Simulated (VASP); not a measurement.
Here is the system:

```
CELL_PARAMETERS angstrom
      2.14580    -3.71663     0.00000
      2.14580     3.71663     0.00000
      0.00000     0.00000     6.99731
ATOMIC_POSITIONS crystal
  Cd 0.66667 0.33333 0.50000
  Cd 0.33333 0.66667 0.00000
  Se 0.66667 0.33333 0.87600
  Se 0.33333 0.66667 0.37600
```

Calculation: SCAN meta-GGA, VASP's PBE PAW potentials (set 64) (plane waves; VASP 6.6.1). Numerical set-up: 520 eV cut-off, 6×6×3 Γ-centred mesh, Gaussian smearing of 0.050 eV, potentials Cd Se.

**Question.** What does the run give for the energy per atom (σ→0), pressure, band gap (on the k-mesh) with the smallest direct gap where there is one?

**Answer.** 
```yaml
band gap (on the k-mesh): 1.06 eV
smallest direct gap (on the k-mesh): 1.06 eV
energy per atom (σ→0): -25.934 eV/atom
pressure: 1.64 GPa
```

The absolute energy has meaning only against runs of the same code, potentials and settings.

The compound is CdSe in the wurtzite structure. This cell is one point of a volume scan, at 0.97 of the reference volume.
